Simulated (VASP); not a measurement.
# Which magnetic order does CoSi take?, part 2 of 3

Is CoSi a ferromagnet or an antiferromagnet at this level? The start is a cell from a database of measured crystal structures.

VASP 6.6.1, plane waves and PAW; the level of theory is named at each step.

So far. Step 2 (Magnetic order, 8 atoms, start order ferro): The largest moment at the end is 0.00 μB, and the moments of the cell sum to 0.00 μB.

The database entry behind the starting cell differs from later determinations by our own check (0.1 to 0.3 % short, probably kX units), so it need not match the best structure at ambient conditions.

### 3. Magnetic order, 16 atoms, start order antiferro q=(0,0,1/2)

This step: PBE, spin-polarised, from moments of both signs; plane waves and PAW (Co, Si) (VASP 6.6.1).

System of this step: CoSi. It takes space group P2_13 (No. 198, cubic). Conventional cell: a = 4.438 Å, b = 4.438 Å, c = 4.438 Å, α = 90.00°, β = 90.00°, γ = 90.00°. Co has 7 Si at 2.28 to 2.47 Å nearest. Nearest to Si lie 7 Co at 2.28 to 2.47 Å. Farther neighbours are not listed.

File INCAR:

```
SYSTEM = CoSi
PREC = Normal
ENCUT = 350
EDIFF = 1E-06
NELM = 150
ISMEAR = -1
SIGMA = 0.05
LREAL = .FALSE.
ALGO = Normal
GGA = PE
NBANDS = 80
ISPIN = 2
MAGMOM = 2 -2 2 -2 2 -2 2 -2 0 0 0 0 0 0 0 0
LASPH = .TRUE.
LMAXMIX = 4
LORBIT = 11
LWAVE = .FALSE.
LCHARG = .TRUE.
KPAR = 4
AMIX = 0.2
BMIX = 1E-04
AMIX_MAG = 0.8
BMIX_MAG = 1E-04
```

File POSCAR:

```
CoSi
1.0
    4.4380000000      0.0000000000      0.0000000000
    0.0000000000      4.4380000000      0.0000000000
    0.0000000000      0.0000000000      8.8760000000
Co Si
8 8
Direct
    0.1400000000      0.1400000000      0.0700000000
    0.1400000000      0.1400000000      0.5700000000
    0.3600000000      0.8600000000      0.3200000000
    0.3600000000      0.8600000000      0.8200000000
    0.6400000000      0.3600000000      0.4300000000
    0.6400000000      0.3600000000      0.9300000000
    0.8600000000      0.6400000000      0.1800000000
    0.8600000000      0.6400000000      0.6800000000
    0.8430000000      0.8430000000      0.4215000000
    0.8430000000      0.8430000000      0.9215000000
    0.6570000000      0.1570000000      0.1715000000
    0.6570000000      0.1570000000      0.6715000000
    0.3430000000      0.6570000000      0.0785000000
    0.3430000000      0.6570000000      0.5785000000
    0.1570000000      0.3430000000      0.3285000000
    0.1570000000      0.3430000000      0.8285000000
```

File KPOINTS:

```
Automatic mesh
0
Gamma
8 8 4
0 0 0
```

The projector-augmented-wave data sets are Co and Si (PBE family, release 64).

Started as:

```sh
mpirun -np 4 vasp_std
```

Log:

```text
[banner, memory and clock lines left out]
running    4 mpi-ranks, on    1 nodes
 distrk:  each k-point on    1 cores,    4 groups
 distr:  one band on    1 cores,    1 groups

 POSCAR found type information on POSCAR CoSi
 POSCAR found :  2 types and      16 ions
 LDA part: xc-table for (Slater+PW92), standard interpolation
 POSCAR, INCAR and KPOINTS ok, starting setup
 FFT: planning ... GRIDC
 FFT: planning ... GRID_SOFT
 FFT: planning ... GRID
 WAVECAR not read
 entering main loop
       N       E                     dE             d eps       ncg     rms          rms(c)
DAV:   1     0.653838341663E+03    0.65384E+03   -0.31338E+04 28800   0.109E+03
DAV:   2    -0.488043552498E+02   -0.70264E+03   -0.65391E+03 28832   0.299E+02
DAV:   3    -0.116037477168E+03   -0.67233E+02   -0.61691E+02 31512   0.108E+02
DAV:   4    -0.118803830459E+03   -0.27664E+01   -0.27292E+01 35400   0.221E+01
DAV:   5    -0.118896149072E+03   -0.92319E-01   -0.92242E-01 37176   0.360E+00    0.419E+01
DAV:   6    -0.110874438831E+03    0.80217E+01   -0.51553E+01 36736   0.670E+01    0.196E+01
DAV:   7    -0.109805010979E+03    0.10694E+01   -0.83220E+00 36576   0.338E+01    0.150E+01
DAV:   8    -0.111374436985E+03   -0.15694E+01   -0.77024E+00 38872   0.383E+01    0.185E+01
DAV:   9    -0.109526835282E+03    0.18476E+01   -0.41504E+00 40776   0.296E+01    0.521E+00
DAV:  10    -0.109469860780E+03    0.56975E-01   -0.68527E-01 39096   0.567E+00    0.181E+00
DAV:  11    -0.109473072243E+03   -0.32115E-02   -0.60795E-02 33504   0.194E+00    0.113E+00
DAV:  12    -0.109472112569E+03    0.95967E-03   -0.75686E-03 40936   0.626E-01    0.606E-01
DAV:  13    -0.109472044893E+03    0.67676E-04   -0.51643E-03 44272   0.497E-01    0.261E-01
DAV:  14    -0.109472139391E+03   -0.94498E-04   -0.21986E-03 42640   0.284E-01    0.108E-01
DAV:  15    -0.109472192135E+03   -0.52744E-04   -0.43383E-04 32592   0.188E-01    0.418E-02
DAV:  16    -0.109472200026E+03   -0.78904E-05   -0.91658E-05 43328   0.598E-02    0.154E-02
DAV:  17    -0.109472201333E+03   -0.13070E-05   -0.20080E-05 41680   0.238E-02    0.722E-03
DAV:  18    -0.109472200910E+03    0.42321E-06   -0.26827E-06 20072   0.975E-03
   1 F= -.10947220E+03 E0= -.10945774E+03  d E =-.289159E-01  mag=    -0.0000
```

Wall time 8.6 min (4 MPI ranks of AMD EPYC 7R13 (Zen 3), shared host); peak memory 3.3 GiB.

OUTCAR, selected parts (step 3):

```text
  LATTYP: Found a simple tetragonal cell.
 ALAT       =     4.4380000000
 C/A-ratio  =     2.0000000000

 Subroutine GETGRP returns: Found  4 space group operations
 (whereof  1 operations were pure point group operations)

The static configuration has the point symmetry C_1 .
 The point group associated with its full space group is D_2 .

 Found     90 irreducible k-points:

   k-points           NKPTS =     90   k-points in BZ     NKDIM =     90   number of bands    NBANDS=     80

   dimension x,y,z NGX =    20 NGY =   20 NGZ =   42
   dimension x,y,z NGXF=    40 NGYF=   40 NGZF=   84

   ENCUT  =  350.0 eV  25.72 Ry    5.07 a.u.   6.77  6.77 13.54*2*pi/ulx,y,z

   NELECT =     104.0000    total number of electrons

 E-fermi :  12.0919

 spin component 1
 k-point     1 :       0.0000    0.0000    0.0000
  band No.  band energies     occupation
    ...
     49      11.5893      0.99996
     50      11.5893      0.99996
     51      12.0455      0.71684
     52      12.0455      0.71680
     53      12.0455      0.71678
     54      13.0481      0.00000
     55      13.0481      0.00000
     56      13.5118      0.00000
     57      13.5118      0.00000
     58      14.5168      0.00000
    ...

 k-point     2 :       0.1250    0.0000    0.0000
  band No.  band energies     occupation
    ...
     48      11.3343      1.00000
     49      11.5926      0.99995
     50      11.5926      0.99995
     51      11.8594      0.99053
     52      12.0025      0.85663
     53      12.3375      0.00731
     54      13.2932      0.00000
     55      13.2932      0.00000
     56      13.5446      0.00000
     57      13.5446      0.00000
    ...

 k-point     3 :       0.0000    0.1250    0.0000
  band No.  band energies     occupation
    ...
     48      11.3598      1.00000
     49      11.6130      0.99993
     50      11.6130      0.99993
     51      11.8594      0.99053
     52      12.0025      0.85664
     53      12.3375      0.00731
     54      13.0340      0.00000
     55      13.0340      0.00000
     56      13.7716      0.00000
     57      13.7716      0.00000
    ...

 k-point     4 :       0.2500    0.0000    0.0000
  band No.  band energies     occupation
    ...
     48      11.4087      1.00000
     49      11.6804      0.99973
     50      11.6804      0.99973
     51      11.7296      0.99929
     52      11.8804      0.98567
     53      12.7889      0.00000
     54      13.2118      0.00000
     55      13.2118      0.00000
     56      13.6784      0.00000
     57      13.7067      0.00000
    ...

  Total       -0.7502115     -0.7493651     -0.7399111      0.0000000      0.0004372      0.0000000
  in kB       -6.8754700     -6.8677129     -6.7810701      0.0000000      0.0040070      0.0000000
  external PRESSURE =      -6.8414177 kB  Pullay stress =       0.0000000 kB

  energy-cutoff  :      350.00
  volume of cell :      174.82
      direct lattice vectors                 reciprocal lattice vectors
     4.438000000  0.000000000  0.000000000     0.225326724  0.000000000  0.000000000
     0.000000000  4.438000000  0.000000000     0.000000000  0.225326724  0.000000000
     0.000000000  0.000000000  8.876000000     0.000000000  0.000000000  0.112663362

 POSITION                                       TOTAL-FORCE (eV/Angst)
 -----------------------------------------------------------------------------------
      0.62132      0.62132      0.62132         0.155609      0.155818      0.154944
      0.62132      0.62132      5.05932         0.155609      0.155818      0.154944
      1.59768      3.81668      2.84032        -0.155598     -0.155845      0.154958
      1.59768      3.81668      7.27832        -0.155598     -0.155845      0.154958
      2.84032      1.59768      3.81668         0.155609     -0.155818     -0.154944
      2.84032      1.59768      8.25468         0.155609     -0.155818     -0.154944
      3.81668      2.84032      1.59768        -0.155598      0.155845     -0.154958
      3.81668      2.84032      6.03568        -0.155598      0.155845     -0.154958
      3.74123      3.74123      3.74123        -0.021608     -0.021651     -0.021611
      3.74123      3.74123      8.17923        -0.021608     -0.021651     -0.021611
      2.91577      0.69677      1.52223         0.021597      0.021617     -0.021579
      2.91577      0.69677      5.96023         0.021597      0.021617     -0.021579
      1.52223      2.91577      0.69677        -0.021608      0.021651      0.021611
      1.52223      2.91577      5.13477        -0.021608      0.021651      0.021611
      0.69677      1.52223      2.91577         0.021597     -0.021617      0.021579
      0.69677      1.52223      7.35377         0.021597     -0.021617      0.021579
 -----------------------------------------------------------------------------------
    total drift:                               -0.000037      0.000007      0.000000

  FREE ENERGIE OF THE ION-ELECTRON SYSTEM (eV)
  ---------------------------------------------------
  free  energy   TOTEN  =      -109.4722009096 eV

  energy  without entropy=     -109.4432850258  energy(sigma->0) =     -109.45774297

 total charge
# of ion       s       p       d       tot
------------------------------------------
    1        0.434   0.616   7.553   8.604
    2        0.434   0.616   7.553   8.604
    3        0.434   0.616   7.553   8.604
    4        0.434   0.616   7.553   8.604
    5        0.434   0.616   7.553   8.604
    6        0.434   0.616   7.553   8.604
    7        0.434   0.616   7.553   8.604
    8        0.434   0.616   7.553   8.604
    9        0.728   0.882   0.000   1.610
   10        0.728   0.882   0.000   1.610
   11        0.728   0.882   0.000   1.610
   12        0.728   0.882   0.000   1.610
   13        0.728   0.882   0.000   1.610
   14        0.728   0.882   0.000   1.610
   15        0.728   0.882   0.000   1.610
   16        0.728   0.882   0.000   1.610
--------------------------------------------------
tot          9.298  11.985  60.427  81.710

 magnetization (x)
# of ion       s       p       d       tot
------------------------------------------
    1        0.000   0.000  -0.000  -0.000
    2       -0.000  -0.000   0.000   0.000
    3        0.000   0.000   0.000   0.000
    4       -0.000  -0.000  -0.000  -0.000
    5        0.000   0.000  -0.000  -0.000
    6       -0.000  -0.000   0.000   0.000
    7        0.000   0.000   0.000   0.000
    8       -0.000  -0.000  -0.000  -0.000
    9        0.000  -0.000   0.000   0.000
   10       -0.000   0.000   0.000  -0.000
   11        0.000  -0.000   0.000  -0.000
   12       -0.000   0.000   0.000   0.000
   13        0.000  -0.000   0.000   0.000
   14       -0.000   0.000   0.000  -0.000
   15        0.000  -0.000   0.000  -0.000
   16       -0.000   0.000   0.000   0.000
--------------------------------------------------
tot          0.000   0.000   0.000   0.000

[... 6 further parts left out ...]
```

This step gave:

| Property | Result |
| --- | --- |
| electronic cycles | 18 |
| electrons | 104 |
| free energy (TOTEN) | -109.4722 eV |
| energy at zero smearing | -109.4577 eV |

The spin moment in the PAW sphere vanishes on all atoms.

Force by atom:

```
atom  x (eV/Å)  y (eV/Å)  z (eV/Å)   size
 Co1     0.156     0.156     0.155  0.269
 Co2     0.156     0.156     0.155  0.269
 Co3    -0.156    -0.156     0.155  0.269
 Co4    -0.156    -0.156     0.155  0.269
 Co5     0.156    -0.156    -0.155  0.269
 Co6     0.156    -0.156    -0.155  0.269
 Co7    -0.156     0.156    -0.155  0.269
 Co8    -0.156     0.156    -0.155  0.269
 Si9    -0.022    -0.022    -0.022  0.037
Si10    -0.022    -0.022    -0.022  0.037
Si11     0.022     0.022    -0.022  0.037
Si12     0.022     0.022    -0.022  0.037
Si13    -0.022     0.022     0.022  0.037
Si14    -0.022     0.022     0.022  0.037
Si15     0.022    -0.022     0.022  0.037
Si16     0.022    -0.022     0.022  0.037
```

Valence density in the ac plane at fractional y = 0.140, with atoms of Co and Si within 0.2 Å of it. It is the smooth field of the valence electrons, not physical close to the nuclei.

Ten steps, logarithmic in the rise over the least value, from '_' (-0.1 e/Å³) to '@' (7.8 e/Å³), each cell a mean:
```
========----------====------
--====----------========----
--========--------====------
--==========----------------
----========----==----------
----======--==========------
------------====------------
========----====::__::======
++####**========--::--======
##@@@@%%**================++
##@@@@%%**==------====--====
**##%%##++----------------==
====++==----------====------
--====----------========----
--========--------====------
--==========----------------
----========----==----------
----======--==========------
------------====------------
========----====::__::======
++####**++======--::--======
##@@@@%%**==================
##@@@@%%**==------====--====
**##%%##++----------------==
```
Columns run along a (4.4 Å), rows up along c (8.9 Å). Atoms in or near the plane, at fractional coordinates: Co at (0.14, 0.07), Co at (0.14, 0.57), Si at (0.66, 0.17), Si at (0.66, 0.67).

The largest moment at the end is 0.00 μB, and the moments of the cell sum to 0.00 μB.

### 4. Magnetic order, 16 atoms, start order antiferro q=(0,0,1/2) (run 2)

Edit INCAR of step 3 so:

```diff
@@ -12,3 +12,3 @@
 ISPIN = 2
-MAGMOM = 2 -2 2 -2 2 -2 2 -2 0 0 0 0 0 0 0 0
+MAGMOM = 2 -2 2 -2 -2 2 -2 2 0 0 0 0 0 0 0 0
 LASPH = .TRUE.
@@ -17,3 +17,3 @@
 LWAVE = .FALSE.
-LCHARG = .TRUE.
+LCHARG = .FALSE.
 KPAR = 4
```

POSCAR is that of step 3.

KPOINTS is that of step 3.

Started as:

```sh
mpirun -np 4 vasp_std
```

Log:

```text
[... set-up lines as in an earlier step ...]
 entering main loop
       N       E                     dE             d eps       ncg     rms          rms(c)
DAV:   1     0.653812010920E+03    0.65381E+03   -0.31339E+04 28800   0.109E+03
DAV:   2    -0.490822124736E+02   -0.70289E+03   -0.65393E+03 28840   0.299E+02
DAV:   3    -0.116378165794E+03   -0.67296E+02   -0.61810E+02 31432   0.108E+02
DAV:   4    -0.119138227701E+03   -0.27601E+01   -0.27229E+01 35304   0.221E+01
[...]
DAV:  17    -0.109472203776E+03   -0.23145E-05   -0.18791E-05 40944   0.227E-02    0.841E-03
DAV:  18    -0.109472200892E+03    0.28842E-05   -0.20464E-06 17232   0.966E-03    0.414E-03
DAV:  19    -0.109472200675E+03    0.21687E-06   -0.61648E-07 16832   0.458E-03
   1 F= -.10947220E+03 E0= -.10945774E+03  d E =-.289168E-01  mag=    -0.0000
```

Elapsed: 8.8 min, on 4 MPI ranks; peak memory 3.2 GiB; 35 min of CPU time.

OUTCAR, selected parts (step 4):

```text
  Total       -0.7600177     -0.7591367     -0.7498899      0.0000000     -0.0001465      0.0000000
  in kB       -6.9653409     -6.9572672     -6.8725225      0.0000000     -0.0013429      0.0000000
  external PRESSURE =      -6.9317102 kB  Pullay stress =       0.0000000 kB

 POSITION                                       TOTAL-FORCE (eV/Angst)
 -----------------------------------------------------------------------------------
      0.62132      0.62132      0.62132         0.155605      0.155814      0.154915
      0.62132      0.62132      5.05932         0.155605      0.155814      0.154915
      1.59768      3.81668      2.84032        -0.155601     -0.155821      0.154968
      1.59768      3.81668      7.27832        -0.155601     -0.155821      0.154968
      2.84032      1.59768      3.81668         0.155605     -0.155814     -0.154915
      2.84032      1.59768      8.25468         0.155605     -0.155814     -0.154915
      3.81668      2.84032      1.59768        -0.155601      0.155821     -0.154968
      3.81668      2.84032      6.03568        -0.155601      0.155821     -0.154968
      3.74123      3.74123      3.74123        -0.021613     -0.021650     -0.021591
      3.74123      3.74123      8.17923        -0.021613     -0.021650     -0.021591
      2.91577      0.69677      1.52223         0.021609      0.021662     -0.021634
      2.91577      0.69677      5.96023         0.021609      0.021662     -0.021634
      1.52223      2.91577      0.69677        -0.021613      0.021650      0.021591
      1.52223      2.91577      5.13477        -0.021613      0.021650      0.021591
      0.69677      1.52223      2.91577         0.021609     -0.021662      0.021634
      0.69677      1.52223      7.35377         0.021609     -0.021662      0.021634
 -----------------------------------------------------------------------------------
    total drift:                               -0.000007      0.000007      0.000000

  FREE ENERGIE OF THE ION-ELECTRON SYSTEM (eV)
  ---------------------------------------------------
  free  energy   TOTEN  =      -109.4722006753 eV

  energy  without entropy=     -109.4432838561  energy(sigma->0) =     -109.45774227

 magnetization (x)
# of ion       s       p       d       tot
------------------------------------------
    1       -0.000   0.000   0.000   0.000
    2        0.000  -0.000  -0.000  -0.000
    3        0.000   0.000  -0.000  -0.000
    4       -0.000  -0.000   0.000   0.000
    5        0.000  -0.000  -0.000  -0.000
    6       -0.000   0.000   0.000   0.000
    7       -0.000  -0.000   0.000   0.000
    8        0.000   0.000  -0.000  -0.000
    9       -0.000  -0.000   0.000  -0.000
   10        0.000   0.000   0.000   0.000
   11        0.000   0.000   0.000   0.000
   12       -0.000  -0.000   0.000  -0.000
   13        0.000   0.000   0.000   0.000
[...]
--------------------------------------------------
tot          0.000   0.000   0.000   0.000

[... 2 parts as in an earlier step ...]

[... 1 further part left out ...]
[key lines of the parts left out:]
E-fermi :  12.0919
```

The largest moment at the end is 0.00 μB, and the moments of the cell sum to 0.00 μB.

(Part 2 of 3 ends here.)

[Lines on the potential files, build, host, timing and source positions are cut from VASP's logs without a mark.]

[Logs are printed without paths, hosts, clocks, repeated set-up lines and the standing remarks that a program may print on its own settings, such as how far it seeks lower states.]

[Hosts, paths, dates, database ids (printed as entryN), source tags and the programs' standing remarks are cut or masked in the printed files.]

[Runs that stopped without an error message from VASP are left out.]
